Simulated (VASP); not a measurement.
VASP ran on this input.

### INCAR
```
ISMEAR=0   # Gaussian
NELM=100   # most electronic steps
GGA=PE   # PBE
LMAXMIX=6
LASPH=.TRUE.
LREAL=.FALSE.
EDIFF=1E-6
SIGMA=0.1   # width (eV)
PREC=Accurate
ENCUT=300
SYSTEM=Os
ISIF=2   # forces and stress, cell fixed
LWAVE=.FALSE.
LCHARG=.FALSE.
ALGO=Normal   # blocked Davidson
```

KPOINTS:
```
Automatic
0
Gamma
 9 9 3
0 0 0
```

File POSCAR:
```
Os
1
    2.7545900000     0.0000000000     0.0000000000
   -1.3772950000     2.3855450000     0.0000000000
    0.0000000000     0.0000000000     8.8629110000
Os
4
Direct
  0.0000000000   0.0000000000   0.0000000000
  0.0000000000   0.0000000000   0.5000000000
  0.3333330000   0.6666670000   0.2500000000
  0.6666670000   0.3333330000   0.7500000000
```

POTCAR, in this order: Os (PBE.64 set). Program: vasp_std.

Write an equivalent input for Quantum ESPRESSO's pw.x.

One equivalent input (not run):
```
&CONTROL
  calculation = 'scf'
  pseudo_dir = './pseudo'
  outdir = './out'
  tprnfor = .true.
  tstress = .true.
/
&SYSTEM
  ibrav = 0
  nat = 4
  ntyp = 1
  ecutwfc = 74
  occupations = 'smearing'
  smearing = 'gaussian'
  degauss = 0.00735
  input_dft = 'pbe'
/
&ELECTRONS
  conv_thr = 7.3e-08
  electron_maxstep = 100
/
ATOMIC_SPECIES
  Os 190.230 Os.upf
CELL_PARAMETERS angstrom
     2.7545900    0.0000000    0.0000000
    -1.3772950    2.3855450    0.0000000
     0.0000000    0.0000000    8.8629110
ATOMIC_POSITIONS crystal
  Os   0.0000000  0.0000000  0.0000000
  Os   0.0000000  0.0000000  0.5000000
  Os   0.3333330  0.6666670  0.2500000
  Os   0.6666670  0.3333330  0.7500000
K_POINTS automatic
  9 9 3 0 0 0
```
Limits of the translation: the potentials are each code's own (VASP's PAW set, PseudoDojo norm-conserving files in pw.x), so ENCUT and ecutwfc are chosen apart and not converted; conv_thr bounds pw.x's estimated SCF error, while EDIFF bounds the energy change between steps.

The structure was generated: Os was put into an ordered model structure, which need not be its known phase. The cell was not relaxed at this level.
